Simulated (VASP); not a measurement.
Given:

```
Sc
1.0
    3.35793     0.00000     0.00000
    0.00000    10.80415     0.00000
    0.00000     0.00000    17.62060
Sc
12
Cartesian
  1.95879   0.00000   5.95250
  1.95879   5.40208   5.95250
  0.27983   2.70104   6.90511
  0.27983   8.10312   5.00000
  0.27983   0.00000   8.81030
  0.27983   5.40208   8.81030
  1.95879   2.70104   9.76290
  1.95879   8.10312   7.85770
  1.95879   0.00000  11.66799
  1.95879   5.40208  11.66799
  0.27983   2.70104  12.62060
  0.27983   8.10312  10.71549
```

Method: LDA (Ceperley-Alder, Perdew-Zunger), VASP's LDA PAW potentials (set 64) (plane waves; VASP 6.6.1). Run with 300 eV cut-off, 8×3×1 Γ-centred mesh, first-order Methfessel-Paxton smearing of 0.14 eV, potentials Sc_sv.

At this cut-off the stress carries a Pulay error, which pulls relaxed volumes low. The cell holds a wide vacuum, so values per volume refer to the whole cell.

Task: Give the force on each atom (eV/Å).

Result: 
```
atom     Fx      Fy      Fz
----  -----  ------  ------
Sc1   0.000  -0.266   0.334
Sc2   0.000   0.266   0.334
Sc3   0.000   0.000   0.588
Sc4   0.000   0.000   0.954
Sc5   0.000   0.000   0.000
Sc6   0.000   0.000   0.000
Sc7   0.000   0.000   0.246
Sc8   0.000   0.000  -0.246
Sc9   0.000   0.266  -0.334
Sc10  0.000  -0.266  -0.334
Sc11  0.000   0.000  -0.954
Sc12  0.000   0.000  -0.588
```

Task: Give the stress tensor in GPa (positive for a compressed cell).

Result: 
```
-4.11   0.00   0.00
 0.00  -4.57   0.00
 0.00   0.00  -3.45
```
The pressure is its mean diagonal, -4.05 GPa.

The cell is a sheet with vacuum, built from a generated structure.
